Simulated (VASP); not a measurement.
Output of a VASP run:

**OSZICAR**
```
...
   1 F= -.15463479E+02 E0= -.15463479E+02  d E =-.154635E+02
       N       E                     dE             d eps       ncg     rms          rms(c)
DAV:   1    -0.154652158551E+02   -0.17374E-02   -0.46048E-02   840   0.161E+00    0.192E-01
DAV:   2    -0.154641368414E+02    0.10790E-02   -0.41305E-03   959   0.621E-01    0.140E-01
DAV:   3    -0.154639803916E+02    0.15645E-03   -0.47303E-04  1022   0.209E-01    0.474E-02
DAV:   4    -0.154639151429E+02    0.65249E-04   -0.21537E-04  1029   0.912E-02    0.251E-02
DAV:   5    -0.154639123992E+02    0.27437E-05   -0.15609E-05  1099   0.333E-02    0.143E-02
DAV:   6    -0.154639118667E+02    0.53249E-06   -0.30206E-06   824   0.145E-02
   2 F= -.15463912E+02 E0= -.15463912E+02  d E =-.433127E-03
       N       E                     dE             d eps       ncg     rms          rms(c)
DAV:   1    -0.154674946405E+02   -0.35822E-02   -0.12982E-01   840   0.270E+00    0.322E-01
DAV:   2    -0.154644472134E+02    0.30474E-02   -0.11729E-02   959   0.105E+00    0.237E-01
DAV:   3    -0.154640074605E+02    0.43975E-03   -0.13335E-03  1022   0.352E-01    0.801E-02
DAV:   4    -0.154638238155E+02    0.18365E-03   -0.61396E-04  1022   0.154E-01    0.426E-02
DAV:   5    -0.154638174375E+02    0.63780E-05   -0.44783E-05  1085   0.565E-02    0.243E-02
DAV:   6    -0.154638172303E+02    0.20722E-06   -0.91351E-06  1022   0.245E-02
   3 F= -.15463817E+02 E0= -.15463817E+02  d E =-.338490E-03
       N       E                     dE             d eps       ncg     rms          rms(c)
DAV:   1    -0.154650881217E+02   -0.12707E-02   -0.39465E-02   840   0.149E+00    0.177E-01
DAV:   2    -0.154641833679E+02    0.90475E-03   -0.34587E-03   980   0.568E-01    0.126E-01
DAV:   3    -0.154640507809E+02    0.13259E-03   -0.39838E-04  1022   0.192E-01    0.432E-02
DAV:   4    -0.154639968537E+02    0.53927E-04   -0.17768E-04  1015   0.834E-02    0.225E-02
DAV:   5    -0.154639960600E+02    0.79364E-06   -0.13008E-05  1092   0.303E-02    0.129E-02
DAV:   6    -0.154639970433E+02   -0.98325E-06   -0.24516E-06   772   0.131E-02
   4 F= -.15463997E+02 E0= -.15463997E+02  d E =-.518303E-03
       N       E                     dE             d eps       ncg     rms          rms(c)
DAV:   1    -0.154652105895E+02   -0.12145E-02   -0.67942E-02   840   0.202E+00    0.318E-01
DAV:   2    -0.154642231038E+02    0.98749E-03   -0.32323E-03  1071   0.561E-01    0.140E-01
DAV:   3    -0.154639591871E+02    0.26392E-03   -0.62762E-04  1043   0.193E-01    0.635E-02
DAV:   4    -0.154639233909E+02    0.35796E-04   -0.21243E-04  1015   0.126E-01    0.343E-02
DAV:   5    -0.154639226722E+02    0.71873E-06   -0.89275E-06  1134   0.228E-02
   5 F= -.15463923E+02 E0= -.15463923E+02  d E =0.743711E-04
       N       E                     dE             d eps       ncg     rms          rms(c)
DAV:   1    -0.154645199598E+02   -0.59657E-03   -0.22999E-02   840   0.117E+00    0.185E-01
DAV:   2    -0.154641839178E+02    0.33604E-03   -0.10804E-03  1064   0.325E-01    0.828E-02
DAV:   3    -0.154640919775E+02    0.91940E-04   -0.21273E-04  1050   0.113E-01    0.369E-02
DAV:   4    -0.154640783654E+02    0.13612E-04   -0.72864E-05   987   0.740E-02    0.198E-02
DAV:   5    -0.154640765371E+02    0.18283E-05   -0.29382E-06  1067   0.132E-02    0.103E-02
DAV:   6    -0.154640756151E+02    0.92194E-06   -0.12244E-06   553   0.847E-03
   6 F= -.15464076E+02 E0= -.15464076E+02  d E =-.785718E-04
```

**OUTCAR**
```
------------------------ aborting loop because EDIFF is reached ----------------------------------------
  FORCE on cell =-STRESS in cart. coord.  units (eV):
  Direction    XX          YY          ZZ          XY          YZ          ZX
  --------------------------------------------------------------------------------------
  Total        0.0158334      0.0158334      0.0234387      0.0000000      0.0000000      0.0000000
  in kB        0.3789454      0.3789454      0.5609651      0.0000000      0.0000000      0.0000000
  external PRESSURE =       0.4396186 kB  Pullay stress =       0.0000000 kB
  volume of cell :       66.94
      direct lattice vectors                 reciprocal lattice vectors
     1.786267359 -3.093905894  0.000000000     0.279913305 -0.161608018  0.000000000
     1.786267359  3.093905894 -0.000000000     0.279913305  0.161608018  0.000000000
     0.000000000  0.000000000  6.056549825     0.000000000  0.000000000  0.165110505
 POSITION                                       TOTAL-FORCE (eV/Angst)
 -----------------------------------------------------------------------------------
      0.00000     -0.00000      0.00000         0.000000     -0.000000      0.000000
      1.78627      1.03130      1.22723         0.000000      0.000000     -0.017119
      1.78627     -1.03130      4.82932        -0.000000     -0.000000      0.017119
 -----------------------------------------------------------------------------------
    total drift:                               -0.000000      0.000000      0.000000
  FREE ENERGIE OF THE ION-ELECTRON SYSTEM (eV)
  ---------------------------------------------------
  free  energy   TOTEN  =       -15.4640756151 eV

  energy  without entropy=      -15.4640756151  energy(sigma->0) =      -15.46407562

 reached required accuracy - stopping structural energy minimisation
```
(Selected blocks of OUTCAR.)

POSCAR:
```
PtS2
1
    1.7904071099    -3.1010761535     0.0000000000
    1.7904071099     3.1010761535    -0.0000000000
   -0.0000000000    -0.0000000000     6.0263497049
Pt S
1 2
Direct
  1.0000000000   1.0000000000   0.0000000000
  0.3333330000   0.6666670000   0.2021469006
  0.6666670000   0.3333330000   0.7978530994
```

### Question
Reconstruct the remaining input files.

### Answer
One answer among several that fit: the input of the run itself, PBE GGA, plane waves, VASP's PBE PAW potentials (set 64).

### KPOINTS
```
Automatic mesh
0
Gamma
7 7 4
0 0 0
```

### INCAR
```
SYSTEM = PtS2
PREC = Accurate; ENCUT = 520; LREAL = .FALSE.
LASPH = .TRUE.
EDIFF = 1E-6; NELM = 100; ALGO = Normal
LMAXMIX = 6
ISMEAR = 0; SIGMA = 0.05
GGA = PE
IBRION = 2; NSW = 60; ISIF = 3
EDIFFG = -0.02
LWAVE = .FALSE.; LCHARG = .FALSE.
```

POTCAR, in this order: Pt S (PBE.64 set). Program: vasp_std.

Without a dispersion term in the relaxation, distances and binding between the weakly bound layers, chains or molecules are unreliable, and so is what depends on them.

The compound is PtS2 in the 1T layered structure. This run relaxes it. Symmetry was kept, so distortions that lower it aren't found. The start is the result of an earlier pass.
